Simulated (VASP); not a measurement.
# ZnP (P-3m1) in VASP: reference runs

Aim: a first look at ZnP with PBE, on the cell as given.

All numbers are computed with VASP 6.6.1; they aren't measurements. Logs are shortened: lines on timing, memory, paths and dates and some standing lists are left out, and cuts for length are marked.

## (1) Starting point

It takes space group P-3m1 (No. 164, trigonal). The conventional cell has a = 4.363 Å, b = 4.363 Å, c = 5.029 Å, α = 90.00°, β = 90.00°, γ = 120.00°. Zn (site symmetry -3m) has 2 Zn at 2.51 Å as nearest neighbours. Zn (site symmetry -3m) has 2 Zn at 2.51 Å and 6 P at 2.59 Å as nearest neighbours. Around P (site symmetry 3m) lie 3 Zn at 2.59 Å and 3 P at 2.77 Å.

The cell was built by a generator and needn't be a form met in nature.

## (2) Single point, PBE

Input file INCAR:

```
SYSTEM = ZnP
PREC = Accurate
ENCUT = 520
EDIFF = 1E-7
ISMEAR = -1
SIGMA = 0.05
LREAL = .False.
LASPH = .True.
NELM = 80
ALGO = Normal
ISIF = 2
LWAVE = .False.
LCHARG = .False.
GGA = PE
NBANDS = 25
```

Input file KPOINTS:

```
Automatic mesh
0
Gamma
  7 7 5
  0 0 0
```

Input file POSCAR:

```
ZnP
1.0
    4.3625133600      0.0000000000      0.0000000000
   -2.1812566800      3.7780473900      0.0000000000
    0.0000000000      0.0000000000      5.0292866600
Zn P
2 2
Direct
    0.0000000000      0.0000000000      0.0000000000
    0.0000000000      0.0000000000      0.5000000000
    0.3333333300      0.6666666700      0.6156942100
    0.6666666700      0.3333333300      0.3843057900
```

Potentials or basis: VASP PAW PBE potentials, release 64 (Zn, P).

Run with:

```console
cat potpaw_PBE.64/Zn/POTCAR potpaw_PBE.64/P/POTCAR > POTCAR
mpirun -np 1 vasp_std > vasp.out
```

OUTCAR:

```text
SYSTEM = ZnP
   PREC = Accurate
   ENCUT = 520
   EDIFF = 1E-7
   ISMEAR = -1
   LREAL = .False.
   LASPH = .True.
   NELM = 80
   ISIF = 2
   GGA = PE

 ion  position               nearest neighbor table
   1  0.000  0.000  0.000-   2 2.51   2 2.51
   2  0.000  0.000  0.500-   1 2.51   1 2.51   4 2.59   3 2.59   3 2.59   4 2.59   4 2.59   3 2.59

   3  0.333  0.667  0.616-   2 2.59   2 2.59   2 2.59   4 2.77   4 2.77   4 2.77
   4  0.667  0.333  0.384-   2 2.59   2 2.59   2 2.59   3 2.77   3 2.77   3 2.77

  LATTYP: Found a hexagonal cell.
 ALAT       =     4.3625133600
 C/A-ratio  =     1.1528415491

  Lattice vectors:

 A1 = (   4.3625133600,   0.0000000000,   0.0000000000)
 A2 = (  -2.1812566800,   3.7780473900,   0.0000000000)
 A3 = (   0.0000000000,   0.0000000000,   5.0292866600)

Analysis of symmetry for initial positions (statically):
=====================================================================
 Subroutine PRICEL returns:
 Original cell was already a primitive cell.

 Routine SETGRP: Setting up the symmetry group for a
 hexagonal supercell.

 Subroutine GETGRP returns: Found 12 space group operations
 (whereof 12 operations were pure point group operations)
 out of a pool of 24 trial point group operations.

The static configuration has the point symmetry D_3d.

Analysis of symmetry for dynamics (positions and initial velocities):
=====================================================================
 Subroutine PRICEL returns:
 Original cell was already a primitive cell.

 Routine SETGRP: Setting up the symmetry group for a
 hexagonal supercell.

 Subroutine GETGRP returns: Found 12 space group operations
 (whereof 12 operations were pure point group operations)
 out of a pool of 24 trial point group operations.

The dynamic configuration has the point symmetry D_3d.

 Subroutine INISYM returns: Found 12 space group operations
 (whereof 12 operations are pure point group operations),
 and found     1 'primitive' translations

----------------------------------------------------------------------------------------

                                     Primitive cell

  volume of cell :      82.8916

  direct lattice vectors                    reciprocal lattice vectors
     4.362513360  0.000000000  0.000000000     0.229225659  0.132343496  0.000000000
    -2.181256680  3.778047390  0.000000000     0.000000000  0.264686992  0.000000000
     0.000000000  0.000000000  5.029286660     0.000000000  0.000000000  0.198835355

  length of vectors
     4.362513360  4.362513356  5.029286660     0.264686992  0.264686992  0.198835355

  position of ions in fractional coordinates (direct lattice)
     0.000000000  0.000000000  0.000000000
     0.000000000  0.000000000  0.500000000
     0.333333330  0.666666670  0.615694210
     0.666666670  0.333333330  0.384305790

  ion indices of the primitive-cell ions
   primitive index   ion index
                 1           1
                 2           2
                 3           3
                 4           4

----------------------------------------------------------------------------------------

 KPOINTS: Automatic mesh

Automatic generation of k-mesh.
 Grid dimensions read from file:
 generate k-points for:    7    7    5

 Generating k-lattice:

  Cartesian coordinates                     Fractional coordinates (reciprocal lattice)
     0.032746523  0.018906214  0.000000000     0.142857143  0.000000000  0.000000000
     0.000000000  0.037812427  0.000000000     0.000000000  0.142857143  0.000000000
     0.000000000  0.000000000  0.039767071     0.000000000  0.000000000  0.200000000

  Length of vectors
     0.037812427  0.037812427  0.039767071

  Shift w.r.t. Gamma in fractional coordinates (k-lattice)
     0.000000000  0.000000000  0.000000000

 Subroutine IBZKPT returns following result:
 ===========================================

 Found     32 irreducible k-points:

 Following reciprocal coordinates:
            Coordinates               Weight
  0.000000  0.000000  0.000000      1.000000
  0.142857 -0.000000  0.000000      6.000000
  0.285714  0.000000  0.000000      6.000000
  0.428571 -0.000000  0.000000      6.000000
  0.142857  0.142857  0.000000      6.000000
  0.285714  0.142857  0.000000     12.000000
[... 16 lines left out ...]
  0.000000  0.142857  0.400000      6.000000
  0.285714  0.000000  0.400000      6.000000
 [... further k-points ...]
   k-points           NKPTS =     32   k-points in BZ     NKDIM =     32   number of bands    NBANDS=     25
   number of dos      NEDOS =    301   number of ions     NIONS =      4
   total plane-waves  NPLWV =  40960
   dimension x,y,z NGX =    32 NGY =   32 NGZ =   40
   dimension x,y,z NGXF=    64 NGYF=   64 NGZF=   80
   ions per type =               2   2
   NGX,Y,Z   is equivalent  to a cutoff of  12.19, 12.19, 13.22 a.u.
   NGXF,Y,Z  is equivalent  to a cutoff of  24.39, 24.39, 26.44 a.u.
 SYSTEM =  ZnP
   PREC   = accura    normal or accurate (medium, high low for compatibility)
   ISTART =      0    job   : 0-new  1-cont  2-samecut
   ICHARG =      2    charge: 1-file 2-atom 10-const
   ISPIN  =      1    spin polarized calculation?
   LNONCOLLINEAR =      F non collinear calculations
   LSORBIT =      F    spin-orbit coupling
   LASPH  =      T    aspherical Exc in radial PAW
   ENCUT  =  520.0 eV  38.22 Ry    6.18 a.u.   8.11  8.11  9.35*2*pi/ulx,y,z
   NELM   =     80;   NELMIN=  2; NELMDL= -5     # of ELM steps
   EDIFF  = 0.1E-06   stopping-criterion for ELM
   LREAL  =      F    real-space projection
   EDIFFG = 0.1E-05   stopping-criterion for IOM
   NSW    =      0    number of steps for IOM
   IBRION =     -1    ionic relax: 0-MD 1-quasi-New 2-CG
   NFREE  =      0    steps in history (QN), initial steepest desc. (CG)
   ISIF   =      2    stress and relaxation
   ISYM   =      2    0-nonsym 1-usesym 2-fastsym
   POTIM  = 0.5000    time-step for ionic-motion
   TEBEG  =    0.0;   TEEND  =   0.0 temperature during run
   PSTRESS=    0.0 pullay stress
   NELECT =      34.0000    total number of electrons
   NUPDOWN=      -1.0000    fix difference up-down
   EMIN   =  10.00;   EMAX   =-10.00  energy-range for DOS
   EFERMI =   0.00;   METHOD = LEGACY
   ISMEAR =    -1;   SIGMA  =   0.05  broadening in eV -4-tet -1-fermi 0-gaus
   EFERMI_NEDOS =   21; number of points for ismear=-14 and -15
   IALGO  =     38    algorithm
   IMIX   =      4    mixing-type and parameters
     AMIX     =   0.40;   BMIX     =  1.00
     AMIX_MAG =   1.60;   BMIX_MAG =  1.00
  volume/ion in A,a.u.               =      20.72       139.85
  Fermi-wavevector in a.u.,A,eV,Ry     =   1.216366  2.298598 20.130450  1.479546
  Thomas-Fermi vector in A             =   2.351722
   LORBIT       =      0    0 simple, 1 ext, 2 COOP (PROOUT), +10 PAW based schemes
   GGA     = PE    functional components
   LHFCALC =     F    Hartree Fock is set to
   AEXX    =    0.0000 exact exchange contribution
   IVDW    =     0    specifies the selected vdW correction
   LEPSILON=     F    determine dielectric tensor
   LRPA    =     F    only Hartree local field effects (RPA)
 non-spin polarized calculation
  energy-cutoff  :      520.00
  volume of cell :       82.89
 maximum number of plane-waves:      2245
   NGX = 17   NGY = 17   NGZ = 19

 number of electron      34.0000050 magnetization

 Free energy of the ion-electron system (eV)
  ---------------------------------------------------
  ext. energy  EPLUGINS =         0.00000000
  ---------------------------------------------------
  free energy    TOTEN  =       -10.95366761 eV

  energy without entropy =      -10.93560452  energy(sigma->0) =      -10.94463607

 E-fermi :   3.0635     XC(G=0):  -9.6599

 val. band max:        3.0505253517   @ k =   0.0000   0.0000   0.4000
 cond. band min:       3.0752005788   @ k =   0.0000   0.2857   0.4000
 fundamental gap:      0.0246752271
 Fermi energy:         3.0634509038

 k-point     1 :       0.0000    0.0000    0.0000
  band No.  band energies     occupation
      1      -9.6221      2.00000
      2      -4.8630      2.00000
      3      -4.6530      2.00000
      4      -4.6341      2.00000
      5      -4.6341      2.00000
      6      -4.3735      2.00000
[... 17 lines left out ...]
     24       9.8143      0.00000
     25       9.8143      0.00000

 k-point     2 :       0.1429   -0.0000    0.0000
  band No.  band energies     occupation
      1      -9.4402      2.00000
      2      -5.3231      2.00000
      3      -4.8595      2.00000
      4      -4.6005      2.00000
      5      -4.3945      2.00000
      6      -4.3704      2.00000
[... 17 lines left out ...]
     24       9.4517      0.00000
     25       9.7356      0.00000

 k-point     3 :       0.2857    0.0000    0.0000
  band No.  band energies     occupation
      1      -8.9147      2.00000
      2      -6.0627      2.00000
      3      -4.8532      2.00000
      4      -4.5308      2.00000
      5      -4.4486      2.00000
      6      -4.3474      2.00000
[... 17 lines left out ...]
     24       9.2300      0.00000
     25       9.7865      0.00000

 k-point     4 :       0.4286   -0.0000    0.0000
  band No.  band energies     occupation
      1      -8.1541      2.00000
      2      -6.9001      2.00000
      3      -4.8531      2.00000
      4      -4.5289      2.00000
      5      -4.4931      2.00000
      6      -4.2971      2.00000
[... 17 lines left out ...]
     24       9.8752      0.00000
     25      10.4253      0.00000

 k-point     5 :       0.1429    0.1429    0.0000
  band No.  band energies     occupation
      1      -9.0860      2.00000
      2      -5.8376      2.00000
      3      -4.8547      2.00000
      4      -4.5482      2.00000
      5      -4.4250      2.00000
      6      -4.3612      2.00000
[... 17 lines left out ...]
     24       8.9469      0.00000
     25      10.5976      0.00000

 k-point     6 :       0.2857    0.1429    0.0000
  band No.  band energies     occupation
      1      -8.4289      2.00000
      2      -6.5232      2.00000
      3      -4.8535      2.00000
      4      -4.5028      2.00000
      5      -4.4722      2.00000
      6      -4.3155      2.00000
[... 17 lines left out ...]
     24       9.4344      0.00000
     25      10.9597      0.00000
[... 393 lines left out ...]
 k-point    21 :       0.0000    0.0000    0.4000
  band No.  band energies     occupation
      1      -9.4795      2.00000
      2      -5.2656      2.00000
      3      -4.5996      2.00000
      4      -4.5996      2.00000
      5      -4.4108      2.00000
      6      -4.2603      2.00000
[... 17 lines left out ...]
     24       8.1135      0.00000
     25       8.5084      0.00000

 k-point    22 :       0.1429   -0.0000    0.4000
  band No.  band energies     occupation
      1      -9.3025      2.00000
      2      -5.5452      2.00000
      3      -4.5656      2.00000
      4      -4.4653      2.00000
      5      -4.3402      2.00000
      6      -4.2589      2.00000
[... 17 lines left out ...]
     24       9.1112      0.00000
     25       9.4685      0.00000

 k-point    23 :       0.0000    0.1429    0.4000
  band No.  band energies     occupation
      1      -9.3022      2.00000
      2      -5.5522      2.00000
      3      -4.5610      2.00000
      4      -4.4677      2.00000
      5      -4.3338      2.00000
      6      -4.2646      2.00000
[... 17 lines left out ...]
     24       9.2717      0.00000
     25       9.9196      0.00000

 k-point    24 :       0.2857    0.0000    0.4000
  band No.  band energies     occupation
      1      -8.7946      2.00000
      2      -6.1029      2.00000
      3      -4.4808      2.00000
      4      -4.4420      2.00000
      5      -4.3542      2.00000
      6      -4.2545      2.00000
[... 17 lines left out ...]
     24      10.4517      0.00000
     25      10.5885      0.00000

 [... further k-points ...]

------------------------ aborting loop because EDIFF is reached ----------------------------------------

  FORCE on cell =-STRESS in cart. coord.  units (eV):
  Direction    XX          YY          ZZ          XY          YZ          ZX
  --------------------------------------------------------------------------------------
  -------------------------------------------------------------------------------------
  Total       -2.8069500     -2.8069499     -0.4745126      0.0000000      0.0000000      0.0000000
  in kB      -54.2543656    -54.2543655     -9.1716568      0.0000000      0.0000000      0.0000000
  external PRESSURE =     -39.2267960 kB  Pullay stress =       0.0000000 kB

 VOLUME and BASIS-vectors are now :
 -----------------------------------------------------------------------------
  energy-cutoff  :      520.00
  volume of cell :       82.89
      direct lattice vectors                 reciprocal lattice vectors
     4.362513360  0.000000000  0.000000000     0.229225659  0.132343496  0.000000000
    -2.181256680  3.778047390  0.000000000     0.000000000  0.264686992  0.000000000
     0.000000000  0.000000000  5.029286660     0.000000000  0.000000000  0.198835355

 POSITION                                       TOTAL-FORCE (eV/Angst)
 -----------------------------------------------------------------------------------
      0.00000      0.00000      0.00000        -0.000000      0.000000      0.000000
      0.00000      0.00000      2.51464        -0.000000      0.000000      0.000000
     -0.00000      2.51870      3.09650        -0.000000      0.000000      0.386541
      2.18126      1.25935      1.93278         0.000000     -0.000000     -0.386541
 -----------------------------------------------------------------------------------
    total drift:                               -0.000000     -0.000000     -0.000000

  FREE ENERGIE OF THE ION-ELECTRON SYSTEM (eV)
  ---------------------------------------------------
  free  energy   TOTEN  =       -10.9536676148 eV

  energy  without entropy=      -10.9356045160  energy(sigma->0) =      -10.94463607
```

Run time: 46 s. Hardware: 1 thread of Intel Xeon Platinum 8259CL at 2.50GHz (Skylake/Cascade Lake), shared host; peak memory 0.22 GiB.

Results:

```
Free energy            : -10.9537 eV
Pressure               : -3.9 GPa
Largest force          : 0.387 eV/Å
Band gap on the k mesh : none (metal or under the smearing width)
```

Forces on the atoms (eV/Å):
```
Zn   0.000  0.000  0.000
Zn   0.000  0.000  0.000
P    0.000  0.000  0.387
P    0.000  0.000 -0.387
```
